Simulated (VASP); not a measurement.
Level of theory: vdW-DF2, VASP's PBE PAW potentials (set 64) (plane waves; VASP).

Input for VASP

### POSCAR
```
KI
1.0
  0.0000000000   3.5350000000   3.5350000000
  3.5350000000   0.0000000000   3.5350000000
  3.5350000000   3.5350000000   0.0000000000
K I
1 1
direct
  0.0000000000   0.0000000000   0.0000000000
  0.5000000000   0.5000000000   0.5000000000
```

File KPOINTS:
```
Automatic mesh
0
G
 6 6 6
0 0 0
```

INCAR:
```
# general
SYSTEM   = KI
PREC     = Accurate
ENCUT    = 520
LREAL    = F
LASPH    = T

# electronic loop
EDIFF    = 1E-6
NELM     = 100
ALGO     = Normal
LMAXMIX  = 4

# smearing
ISMEAR   = 0
SIGMA    = 0.05

# functional
GGA      = ML
LUSE_VDW = T
AGGAC    = 0.0
ZAB_VDW  = -1.8867

# ions
IBRION   = 2
NSW      = 60
ISIF     = 3
EDIFFG   = -0.01

# output
LWAVE    = F
LCHARG   = F
```

POTCAR, in this order: K_sv I (PBE.64 set). Program: vasp_std.

Output of the run:

OUTCAR:
```
 ion  position               nearest neighbor table
   1  0.000  0.000  0.000-   2 3.54   2 3.54   2 3.54   2 3.54   2 3.54   2 3.54
   2  0.500  0.500  0.500-   1 3.54   1 3.54   1 3.54   1 3.54   1 3.54   1 3.54
  LATTYP: Found a face centered cubic cell.
 ALAT       =     7.0700000000
 Subroutine PRICEL returns:
 Original cell was already a primitive cell.
 Subroutine GETGRP returns: Found 48 space group operations
The static configuration has the point symmetry O_h .
The dynamic configuration has the point symmetry O_h .
 Subroutine INISYM returns: Found 48 space group operations
 Subroutine IBZKPT returns following result:
 Found     16 irreducible k-points:

 Following reciprocal coordinates:
            Coordinates               Weight
  0.000000  0.000000  0.000000      1.000000
  0.166667  0.000000  0.000000      8.000000
  0.333333  0.000000  0.000000      8.000000
  0.500000  0.000000  0.000000      4.000000
  0.166667  0.166667  0.000000      6.000000
  0.333333  0.166667  0.000000     24.000000
  0.500000  0.166667  0.000000     24.000000
 -0.333333  0.166667  0.000000     24.000000
 -0.166667  0.166667  0.000000     12.000000
  0.333333  0.333333  0.000000      6.000000
  0.500000  0.333333  0.000000     24.000000
 -0.333333  0.333333  0.000000     12.000000
  0.500000  0.500000  0.000000      3.000000
  0.500000  0.333333  0.166667     24.000000
 -0.333333  0.333333  0.166667     24.000000
 -0.333333  0.500000  0.166667     12.000000
   k-points           NKPTS =     16   k-points in BZ     NKDIM =     16   number of bands    NBANDS=     12
   number of dos      NEDOS =    301   number of ions     NIONS =      2
   total plane-waves  NPLWV =  64000
   dimension x,y,z NGX =    40 NGY =   40 NGZ =   40
   dimension x,y,z NGXF=    80 NGYF=   80 NGZF=   80
   ions per type =               1   1
   PREC   = accura    normal or accurate (medium, high low for compatibility)
   ISTART =      0    job   : 0-new  1-cont  2-samecut
...
```

### OSZICAR
```
       N       E                     dE             d eps       ncg     rms          rms(c)
DAV:   1     0.966057439049E+02    0.96606E+02   -0.66982E+03   384   0.114E+03
DAV:   2     0.391593442525E+01   -0.92690E+02   -0.88472E+02   472   0.251E+02
DAV:   3    -0.158328451025E+01   -0.54992E+01   -0.54778E+01   516   0.568E+01
DAV:   4    -0.191738815609E+01   -0.33410E+00   -0.33374E+00   696   0.112E+01
DAV:   5    -0.191840217258E+01   -0.10140E-02   -0.10140E-02   512   0.737E-01    0.411E+00
DAV:   6    -0.180602574007E+01    0.11238E+00   -0.15531E-01   492   0.221E+00    0.279E+00
DAV:   7    -0.177766492573E+01    0.28361E-01   -0.12522E-01   464   0.207E+00    0.779E-01
DAV:   8    -0.177590359620E+01    0.17613E-02   -0.17103E-02   508   0.918E-01    0.597E-02
DAV:   9    -0.177581440927E+01    0.89187E-04   -0.51861E-04   500   0.177E-01    0.581E-02
DAV:  10    -0.177583007199E+01   -0.15663E-04   -0.24476E-04   472   0.123E-01    0.327E-02
DAV:  11    -0.177581237611E+01    0.17696E-04   -0.61364E-05   484   0.391E-02    0.111E-02
DAV:  12    -0.177581279997E+01   -0.42385E-06   -0.43715E-06   496   0.167E-02
   1 F= -.17758128E+01 E0= -.17758128E+01  d E =-.177581E+01
       N       E                     dE             d eps       ncg     rms          rms(c)
DAV:   1    -0.183558861346E+01   -0.59776E-01   -0.11828E+00   440   0.102E+01    0.178E+00
DAV:   2    -0.179272909469E+01    0.42860E-01   -0.10627E-01   520   0.288E+00    0.601E-01
DAV:   3    -0.178146724251E+01    0.11262E-01   -0.28401E-02   668   0.130E+00    0.574E-01
DAV:   4    -0.178131740131E+01    0.14984E-03   -0.10845E-03   684   0.171E-01    0.212E-01
DAV:   5    -0.178125114541E+01    0.66256E-04   -0.12803E-03   720   0.206E-01    0.363E-02
DAV:   6    -0.178124845847E+01    0.26869E-05   -0.98586E-06   472   0.309E-02    0.249E-02
DAV:   7    -0.178124791185E+01    0.54663E-06   -0.51418E-06   620   0.159E-02
   2 F= -.17812479E+01 E0= -.17812479E+01  d E =-.543511E-02
       N       E                     dE             d eps       ncg     rms          rms(c)
DAV:   1    -0.181748335059E+01   -0.36235E-01   -0.75975E-01   432   0.816E+00    0.141E+00
DAV:   2    -0.178977855148E+01    0.27705E-01   -0.68445E-02   520   0.231E+00    0.477E-01
DAV:   3    -0.178256741195E+01    0.72111E-02   -0.18529E-02   660   0.104E+00    0.454E-01
DAV:   4    -0.178248792673E+01    0.79485E-04   -0.65501E-04   680   0.134E-01    0.164E-01
DAV:   5    -0.178244075795E+01    0.47169E-04   -0.81792E-04   728   0.165E-01    0.281E-02
DAV:   6    -0.178243928974E+01    0.14682E-05   -0.62494E-06   452   0.246E-02    0.197E-02
DAV:   7    -0.178243905434E+01    0.23540E-06   -0.32042E-06   600   0.127E-02
   3 F= -.17824391E+01 E0= -.17824391E+01  d E =-.662625E-02
```

**OUTCAR**
```
------------------------ aborting loop because EDIFF is reached ----------------------------------------
  FORCE on cell =-STRESS in cart. coord.  units (eV):
  Direction    XX          YY          ZZ          XY          YZ          ZX
  --------------------------------------------------------------------------------------
  Total       -0.0107517     -0.0107517     -0.0107517      0.0000000     -0.0000000      0.0000000
  in kB       -0.1868169     -0.1868169     -0.1868169      0.0000000     -0.0000000      0.0000000
  external PRESSURE =      -0.1868169 kB  Pullay stress =       0.0000000 kB
  volume of cell :       92.21
      direct lattice vectors                 reciprocal lattice vectors
     0.000000000  3.585749964  3.585749964    -0.139440844  0.139440844  0.139440844
     3.585749964  0.000000000  3.585749964     0.139440844 -0.139440844  0.139440844
     3.585749964  3.585749964 -0.000000000     0.139440844  0.139440844 -0.139440844
  FREE ENERGIE OF THE ION-ELECTRON SYSTEM (eV)
  ---------------------------------------------------
  free  energy   TOTEN  =        -1.7824390543 eV

  energy  without entropy=       -1.7824390543  energy(sigma->0) =       -1.78243905

 reached required accuracy - stopping structural energy minimisation
```
(Selected blocks of OUTCAR.)

File CONTCAR:
```
KI
   1.00000000000000
     0.0000000000000000    3.5857499635044920    3.5857499635044920
     3.5857499635044920    0.0000000000000000    3.5857499635044920
     3.5857499635044920    3.5857499635044920   -0.0000000000000000
  K               I
     1     1
Direct
     0.0000000000000000    0.0000000000000000    0.0000000000000000
     0.5000000000000000    0.5000000000000000    0.5000000000000000
```

Energy and stress use the plane-wave basis of the starting cell.

The compound is KI in the rock salt structure. This run relaxes it. Symmetry was kept, so distortions that lower it aren't found.
